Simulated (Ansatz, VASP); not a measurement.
**TaBi in VASP and in Ansatz**

INCAR

```
  PREC = Accurate
  ENCUT = 520
  EDIFF = 1E-6
  ISMEAR = -1
  SIGMA = 0.08
  LREAL = F
  LASPH = T
  NELM = 80
  ALGO = Normal
  ISIF = 2
  LWAVE = F
  LCHARG = F
  GGA = CA
  NBANDS = 20
```

The input KPOINTS:

```
Automatic mesh
0
Gamma
  11 11 11
```

Contents of POSCAR:

```
TaBi
1.0
    0.0000000000      2.8023731453      2.8023731453
    2.8023731453      0.0000000000      2.8023731453
    2.8023731453      2.8023731453      0.0000000000
Ta Bi
1 1
Direct
    0.0000000000      0.0000000000      0.0000000000
    0.5000000000      0.5000000000      0.5000000000
```

Input for Ansatz:

```yaml
crystal:
  lattice:
    - [0.0, 2.8023731453, 2.8023731453]
    - [2.8023731453, 0.0, 2.8023731453]
    - [2.8023731453, 2.8023731453, 0.0]
  atoms:
    - { symbol: Ta, position: [0.0, 0.0, 0.0] }
    - { symbol: Bi, position: [0.5, 0.5, 0.5] }
kpoints:
  mp_grid: { grid: [11, 11, 11] }
scf:
  occupations: { method: fermi_dirac, width: 0.08 }
hamiltonian:
  xc: lda
  pseudopotentials: { kind: paw }
output:
  forces: true
  stress: true
  eigenvalues: true
  populations: true
```

Change from the starting cell: volume scaled by 0.95, PAW files.

Alike in both runs: task single point; functional LDA; k mesh 11 × 11 × 11; occupations fermi-dirac, width 0.08 eV; no spin polarisation.

```csv
,VASP,Ansatz
version,VASP 6.6.1,Ansatz 0.2.0
potentials or method,"VASP PAW LDA potentials, release 64 (Ta_pv, Bi_d)","PAW with Ansatz's default frozen-core files, scalar-relativistic"
plane-wave cutoff (eV),520,420
valence electrons in the cell,26,28
```

```csv
,VASP,Ansatz,Ansatz less VASP
pressure (GPa),7.1,6.7,-0.44
```

The two sets of potentials don't hold the same shells in valence.

Caveats: spin-orbit coupling is left out, which moves the levels of the heavy elements.
